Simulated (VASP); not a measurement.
Consider the following.

```xyz
2
Lattice="3.2981 0.0000 0.0000 0.0000 3.2981 0.0000 0.0000 0.0000 3.2981" Properties=species:S:1:pos:R:3 pbc="T T T"
In     0.0000     0.0000     0.0000
Pd     1.6490     1.6490     1.6490
```

The numbers are results of PBE GGA, VASP's PBE PAW potentials (set 64) (plane waves; VASP), not measurements. Run with 300 eV cut-off, 13×13×13 Γ-centred mesh, Gaussian smearing of 0.20 eV, potentials In_d Pd.

Unless said otherwise, spin-orbit coupling is left out, though it shifts the bands of the heavy elements here.

### Question
What does the run give for the energy per atom (σ→0), band gap (on the k-mesh) with the smallest direct gap where there is one?

### Answer

```yaml
band gap (on the k-mesh): none (metal, semimetal or under 0.01 eV)
energy per atom (σ→0): -422.1 kJ/mol-atom
```

The structure comes from a computed database's InPd entry; how it stands against other phases isn't given here. The cell was not relaxed at this level. The electron count is odd and the run is not spin-polarised, which forces a metal.
